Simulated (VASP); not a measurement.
Here is the system:

```xyz
2
Lattice="2.7142 0.0000 0.0000 0.0000 2.7142 0.0000 0.0000 0.0000 2.7142" Properties=species:S:1:pos:R:3 pbc="T T T"
B      0.0000     0.0000     0.0000
P      1.3571     1.3571     1.3571
```

All values below come from r2SCAN meta-GGA, VASP's PBE PAW potentials (set 64) (plane waves; VASP 6.6.1). Run with 520 eV cut-off, 15×15×15 Γ-centred mesh, tetrahedra with Blöchl corrections, potentials B P.

**Question.** The job: BP (relaxed from the CsCl structure, space group Pm-3m), 2 atoms, r2SCAN, static run, 520 eV, 15×15×15 Γ-centred mesh. Roughly how much core time does it take on a busy server core?

**Answer.** About 2 core-minutes (one run on a shared machine, a rough figure). It had 120 irreducible k-points, 8 bands, up to 552 plane waves and 19 electronic steps.

The structure was generated: BP was put into the CsCl type (Pm-3m), which need not be its known phase. It was relaxed first, which changed the volume by +19 %.
